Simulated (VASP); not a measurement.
Method: PBEsol GGA, VASP's PBE PAW potentials (set 64) (plane waves; VASP).

VASP input:

### INCAR
```
LREAL = .FALSE.   # projection in real space or not
ICHARG = 11   # fixed density
ENCUT = 520   # plane-wave cut-off (eV)
ALGO = Normal   # blocked Davidson
LWAVE = .FALSE.
EDIFF = 1E-7
LCHARG = .FALSE.
ISMEAR = 0   # Gaussian
SYSTEM = BN
LORBIT = 11
NELM = 100
LASPH = .TRUE.   # aspherical one-centre terms
SIGMA = 0.05
GGA = PS   # PBEsol
PREC = Accurate
```

POSCAR:
```
BN
1
    1.2526904821    -2.1697239507     0.0000000000
    1.2526904821     2.1697239507     0.0000000000
    0.0000000000     0.0000000000     6.8224324282
B N
2 2
Direct
  0.3333330000   0.6666670000   0.2500000000
  0.6666670000   0.3333330000   0.7500000000
  0.6666670000   0.3333330000   0.2500000000
  0.3333330000   0.6666670000   0.7500000000
```

File KPOINTS:
```
k-points along high-symmetry lines
10
Line-mode
Reciprocal
  0.000000   0.000000   0.000000 ! GAMMA
 -0.000000   0.500000   0.000000 ! M

 -0.000000   0.500000   0.000000 ! M
 -0.333333   0.666667   0.000000 ! K

 -0.333333   0.666667   0.000000 ! K
  0.000000   0.000000   0.000000 ! GAMMA

  0.000000   0.000000   0.000000 ! GAMMA
  0.000000   0.000000   0.500000 ! A

  0.000000   0.000000   0.500000 ! A
 -0.000000   0.500000   0.500000 ! L

 -0.000000   0.500000   0.500000 ! L
 -0.333333   0.666667   0.500000 ! H

 -0.333333   0.666667   0.500000 ! H
  0.000000   0.000000   0.500000 ! A

 -0.000000   0.500000   0.500000 ! L
 -0.000000   0.500000   0.000000 ! M

 -0.333333   0.666667   0.500000 ! H
 -0.333333   0.666667   0.000000 ! K
```

POTCAR, in this order: B N (PBE.64 set). Program: vasp_std. Read from the step before: CHGCAR.

Output of the run:

**OUTCAR**
```
 ion  position               nearest neighbor table
   1  0.333  0.667  0.250-   3 1.45   3 1.45   3 1.45
   2  0.667  0.333  0.750-   4 1.45   4 1.45   4 1.45
   3  0.667  0.333  0.250-   1 1.45   1 1.45   1 1.45
   4  0.333  0.667  0.750-   2 1.45   2 1.45   2 1.45
  LATTYP: Found a hexagonal cell.
 ALAT       =     2.5053813016
 C/A-ratio  =     2.7231114178
 Subroutine PRICEL returns:
 Original cell was already a primitive cell.
 Subroutine GETGRP returns: Found 24 space group operations
The static configuration has the point symmetry D_3d.
 The point group associated with its full space group is D_6h.
The dynamic configuration has the point symmetry D_3d.
 Subroutine INISYM returns: Found 24 space group operations
   k-points           NKPTS =     90   k-points in BZ     NKDIM =     90   number of bands    NBANDS=     12
   number of dos      NEDOS =    301   number of ions     NIONS =      4
   total plane-waves  NPLWV =  21600
   dimension x,y,z NGX =    20 NGY =   20 NGZ =   54
   dimension x,y,z NGXF=    40 NGYF=   40 NGZF=  108
   ions per type =               2   2
   PREC   = accura    normal or accurate (medium, high low for compatibility)
   ISTART =      0    job   : 0-new  1-cont  2-samecut
   ICHARG =     11    charge: 1-file 2-atom 10-const
   ISPIN  =      1    spin polarized calculation?
   LNONCOLLINEAR =      F non collinear calculations
   LSORBIT =      F    spin-orbit coupling
   INIWAV =      1    electr: 0-lowe 1-rand  2-diag
   ENCUT  =  520.0 eV  38.22 Ry    6.18 a.u.   4.66  4.66 12.69*2*pi/ulx,y,z
   NELM   =    100;   NELMIN=  2; NELMDL= -5     # of ELM steps
   EDIFF  = 0.1E-06   stopping-criterion for ELM
   LREAL  =      F    real-space projection
   NLSPLINE    = F    spline interpolate recip. space projectors
   LMAXMIX     =    2 max onsite mixed and CHGCAR
   VOSKOWN=      0    Vosko Wilk Nusair interpolation
   EDIFFG = 0.1E-05   stopping-criterion for IOM
   NSW    =      0    number of steps for IOM
   NBLOCK =      1;   KBLOCK =      1    inner block; outer block
   IBRION =     -1    ionic relax: 0-MD 1-quasi-New 2-CG
   NFREE  =      0    steps in history (QN), initial steepest desc. (CG)
...
```

OSZICAR:
```
       N       E                     dE             d eps       ncg     rms          rms(c)
DAV:   1     0.601726597893E+02    0.60173E+02   -0.81049E+03  2168   0.121E+03
DAV:   2    -0.299958092394E+02   -0.90168E+02   -0.80280E+02  3080   0.244E+02
DAV:   3    -0.344369456955E+02   -0.44411E+01   -0.43883E+01  2680   0.567E+01
DAV:   4    -0.344869695043E+02   -0.50024E-01   -0.49990E-01  2640   0.624E+00
DAV:   5    -0.344878605748E+02   -0.89107E-03   -0.89087E-03  2696   0.736E-01
DAV:   6    -0.344878878200E+02   -0.27245E-04   -0.27240E-04  2712   0.109E-01
DAV:   7    -0.344878887205E+02   -0.90050E-06   -0.90040E-06  2712   0.175E-02
DAV:   8    -0.344878887585E+02   -0.38044E-07   -0.38064E-07  2248   0.302E-03
   1 F= -.34487889E+02 E0= -.34487889E+02  d E =-.166469E-12
```

**OUTCAR**
```
 val. band max:        1.9886524190   @ k =  -0.2963   0.6481   0.0000

 cond. band min:       6.1782887369   @ k =   0.0000   0.5000   0.0000



 k-point     1 :       0.0000    0.0000    0.0000
  band No.  band energies     occupation
      1     -15.7554      2.00000
      2     -15.5087      2.00000
      3      -4.1987      2.00000
      4      -2.2886      2.00000
      5       0.6609      2.00000
      6       0.6610      2.00000
      7       0.6897      2.00000
      8       0.6897      2.00000
      9       6.8707      0.00000
     10      11.8187      0.00000
     11      13.4716      0.00000
     12      13.4949      0.00000

 k-point     2 :       0.0000    0.0556    0.0000
  band No.  band energies     occupation
      1     -15.6948      2.00000
      2     -15.4499      2.00000
      3      -4.1155      2.00000
      4      -2.2131      2.00000
      5       0.4061      2.00000
      6       0.4312      2.00000
      7       0.5407      2.00000
      8       0.5711      2.00000
      9       6.9831      0.00000
     10      11.7971      0.00000
     11      13.4072      0.00000
     12      13.5083      0.00000

 k-point     3 :       0.0000    0.1111    0.0000
  band No.  band energies     occupation
      1     -15.5143      2.00000
      2     -15.2747      2.00000
      3      -3.8671      2.00000
      4      -1.9885      2.00000
      5      -0.2985      2.00000
      6      -0.2761      2.00000
      7       0.2145      2.00000
      8       0.2488      2.00000
      9       7.2964      0.00000
     10      11.7066      0.00000
     11      13.1626      0.00000
     12      13.4398      0.00000

 k-point     4 :       0.0000    0.1667    0.0000
  band No.  band energies     occupation
      1     -15.2183      2.00000
      2     -14.9877      2.00000
      3      -3.4577      2.00000
      4      -1.6209      2.00000
      5      -1.3154      2.00000
      6      -1.2875      2.00000
      7      -0.2376      2.00000
...
```

The density is held fixed in this step, so its total energy and stress have no physical meaning. Without a dispersion term in the relaxation, distances and binding between the weakly bound layers, chains or molecules are unreliable, and so is what depends on them.

The compound is BN in the hex structure. It was relaxed first.
